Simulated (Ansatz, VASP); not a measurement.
**Two plane-wave programs on Be2CdS2**

```
Be Cd S
1.0
     3.80704   -1.67950    0.00000
     3.80704    1.67950    0.00000
    -1.41739    0.00000    6.03508
Be Cd S
2 1 2
Direct
  0.17201 0.17201 0.64662
  0.82799 0.82799 0.35338
  0.50000 0.50000 0.00000
  0.10545 0.10545 0.25683
  0.89455 0.89455 0.74317
```

Change from the starting cell: species swapped into the Li2CuO2 type (C2/m, No. 12).

Alike in both runs: task single point; functional PBE; k mesh 6 × 6 × 4; occupations gaussian, width 0.1 eV; no spin polarisation.

```csv
,VASP,Ansatz
version,VASP 6.6.1,Ansatz 0.2.0
potentials or method,"VASP PAW PBE potentials, release 64 (Be, Cd, S)","scalar-relativistic, plane waves, PAW"
plane-wave cutoff (eV),520,420
valence electrons in the cell,28,36
```

|  | VASP | Ansatz | Ansatz less VASP |
| --- | --- | --- | --- |
| gap on the k mesh at the Fermi level (eV) | none | none | - |
| pressure (GPa) | 14.5 | 13.8 | -0.73 |
| largest component of the traceless stress (GPa) | 19.58 | 18.97 | -0.606 |
| rms of the force components (eV/Å) | 1.940 | 1.889 | -0.0508 |

Atom by atom the forces differ by 0.051 eV/Å (rms over components). A gap of «none» marks a metal or a gap that the smearing closes. The two sets of potentials don't hold the same shells in valence.

Caveats: forces of over 1 eV/Å show positions far from the minimum, so gaps and moduli don't describe the material at rest.
